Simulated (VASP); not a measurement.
OSZICAR of a VASP run on Al$_{3}$Sc (L1_2):

OSZICAR:
```
       N       E                     dE             d eps       ncg     rms          rms(c)
DAV:   1     0.110726716527E+03    0.11073E+03   -0.80715E+03   980   0.122E+03
DAV:   2    -0.135763760467E+02   -0.12430E+03   -0.12287E+03   980   0.359E+02
DAV:   3    -0.216548274649E+02   -0.80785E+01   -0.76408E+01  1530   0.725E+01
DAV:   4    -0.218066743654E+02   -0.15185E+00   -0.15127E+00  1452   0.105E+01
DAV:   5    -0.218084718153E+02   -0.17974E-02   -0.17971E-02  1344   0.123E+00    0.944E+00
DAV:   6    -0.208516730298E+02    0.95680E+00   -0.47619E+00  1606   0.259E+01    0.341E+00
DAV:   7    -0.207905218580E+02    0.61151E-01   -0.95517E-02  1198   0.260E+00    0.191E+00
DAV:   8    -0.207630464743E+02    0.27475E-01   -0.42082E-02  1430   0.172E+00    0.226E-01
DAV:   9    -0.207626310424E+02    0.41543E-03   -0.33234E-03  1268   0.494E-01    0.939E-02
DAV:  10    -0.207625818269E+02    0.49216E-04   -0.21477E-04  1452   0.134E-01    0.841E-02
DAV:  11    -0.207625888529E+02   -0.70260E-05   -0.37853E-05  1550   0.459E-02    0.693E-02
DAV:  12    -0.207625683359E+02    0.20517E-04   -0.62334E-05  1338   0.684E-02    0.810E-03
DAV:  13    -0.207625685457E+02   -0.20985E-06   -0.17500E-06  1302   0.883E-03    0.420E-03
DAV:  14    -0.207625686496E+02   -0.10382E-06   -0.19648E-07   950   0.420E-03    0.113E-03
DAV:  15    -0.207625686556E+02   -0.60486E-08   -0.26048E-08   700   0.268E-03
   1 F= -.20762569E+02 E0= -.20762098E+02  d E =-.141293E-02
```

Which electronic solver shows in the log?

It is blocked Davidson (ALGO = Normal, or the opening steps of other solvers). The INCAR had ALGO = Normal.

Can the final energy be trusted as converged?

The calculation finished and met its thresholds. It stopped with EDIFF = 1E-7, NELM = 100 (PBEsol GGA, plane waves, VASP's PBE PAW potentials (set 64)).

The compound is Al3Sc in the L1_2 structure. It was relaxed first.
